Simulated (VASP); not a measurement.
Method: PBEsol GGA, VASP's PBE PAW potentials (set 64) (plane waves; VASP).

VASP ran on this input.

### POSCAR
```
Nb
1
    0.0000000000     2.0799272524     2.0799272524
    2.0799272524    -0.0000000000     2.0799272524
    2.0799272524     2.0799272524    -0.0000000000
Nb
1
Direct
  0.0000000000   0.0000000000   0.0000000000
```

INCAR:
```
SYSTEM = Nb
PREC = Accurate; ENCUT = 400; LREAL = .FALSE.
LASPH = .TRUE.
EDIFF = 1E-7; NELM = 100; ALGO = Normal
LMAXMIX = 4
ISMEAR = -5
GGA = PS
ISIF = 2
LWAVE = .FALSE.; LCHARG = .TRUE.; LORBIT = 11
NEDOS = 601
```

**KPOINTS**
```
Automatic mesh
0
Gamma
17 17 17
0 0 0
```

POTCAR, in this order: Nb_sv (PBE.64 set). Program: vasp_std.

Task: What does the run give for the energy per atom (σ→0), band gap (on the k-mesh)?

Result: 
```json
{
 "energy per atom (σ→0)": "-10.600 eV/atom",
 "band gap (on the k-mesh)": "none (metal, semimetal or under 0.01 eV)"
}
```

**OSZICAR**
```
...
DAV:   6    -0.106578488208E+02    0.45309E+00   -0.88432E-01  5080   0.116E+01    0.269E+00
DAV:   7    -0.105968069412E+02    0.61042E-01   -0.27252E-01  5132   0.623E+00    0.979E-01
DAV:   8    -0.105995582271E+02   -0.27513E-02   -0.12177E-02  3646   0.164E+00    0.441E-02
DAV:   9    -0.105996068485E+02   -0.48621E-04   -0.65362E-04  5648   0.278E-01    0.229E-02
DAV:  10    -0.105996163067E+02   -0.94582E-05   -0.12593E-05  3758   0.488E-02    0.110E-02
DAV:  11    -0.105996122997E+02    0.40071E-05   -0.65600E-06  4546   0.408E-02    0.245E-03
DAV:  12    -0.105996123930E+02   -0.93314E-07   -0.29146E-07  3386   0.572E-03
   1 F= -.10599612E+02 E0= -.10599612E+02  d E =0.000000E+00
```

The structure was generated: Nb was put into the fcc type (Fm-3m), which need not be its known phase. It was relaxed first.
